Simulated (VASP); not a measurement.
```yaml
crystal:
  lattice:
    - [0.00000, 2.69369, 2.69369]
    - [2.69369, 0.00000, 2.69369]
    - [2.69369, 2.69369, 0.00000]
  atoms:
    - { symbol: Al, position: [0.00000, 0.00000, 0.00000] }
    - { symbol: P, position: [0.25000, 0.25000, 0.25000] }
```

All values below come from PBEsol GGA, VASP's PBE PAW potentials (set 64) (plane waves; VASP). Numerical set-up: 300 eV cut-off, 7×7×7 Γ-centred mesh, Fermi-Dirac smearing of 0.010 eV, potentials Al P.

Give the energies of bands 2 to 7 at the high-symmetry points, in eV from the valence-band maximum.

```tsv
band	Γ	X	U	L	W
2	0.00	-5.48	-5.17	-5.77	-5.04
3	0.00	-2.21	-3.64	-0.79	-3.38
4	0.00	-2.21	-1.82	-0.79	-3.00
5	3.54	1.36	2.28	2.88	4.23
6	4.57	2.35	5.11	4.76	6.08
7	4.57	11.34	8.58	4.76	6.11
```

The gap is indirect, 1.36 eV, from the valence maximum at Γ to the conduction minimum at X.

The structure is a typed AlP crystal. The cell was not relaxed at this level.
